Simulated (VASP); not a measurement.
```
CELL_PARAMETERS angstrom
      0.00000     2.68048     2.68048
      2.68048     0.00000     2.68048
      2.68048     2.68048     0.00000
ATOMIC_POSITIONS crystal
  S  0.00000 0.00000 0.00000
  Zr 0.50000 0.50000 0.50000
```

All values below come from PBEsol GGA, VASP's PBE PAW potentials (set 64) (plane waves; VASP 6.6.1). Numerical set-up: 300 eV cut-off, 9×9×9 Γ-centred mesh, Gaussian smearing of 0.10 eV, potentials S Zr_sv.

**Question.** Give the energies of bands 6 to 12 at the high-symmetry points, in eV from the Fermi level.

**Answer.** 
| band | Γ | X | U | L | W |
|---|---|---|---|---|---|
| 6 | -3.44 | -6.08 | -6.05 | -7.65 | -5.84 |
| 7 | -3.44 | -4.35 | -5.92 | -5.66 | -5.71 |
| 8 | -3.44 | -4.35 | -5.07 | -5.66 | -5.71 |
| 9 | -1.18 | -3.12 | -1.31 | 1.37 | 0.07 |
| 10 | -1.18 | 0.53 | 1.67 | 1.37 | 0.07 |
| 11 | -1.18 | 2.19 | 1.83 | 1.62 | 1.67 |
| 12 | -0.56 | 2.19 | 2.21 | 1.88 | 2.11 |

It has no gap at this level: it comes out as a metal or semimetal.

The structure was generated: ZrS was put into an ordered model structure, which need not be its known phase. The cell was not relaxed at this level. VASP warned that the highest band is occupied, so more bands are needed.
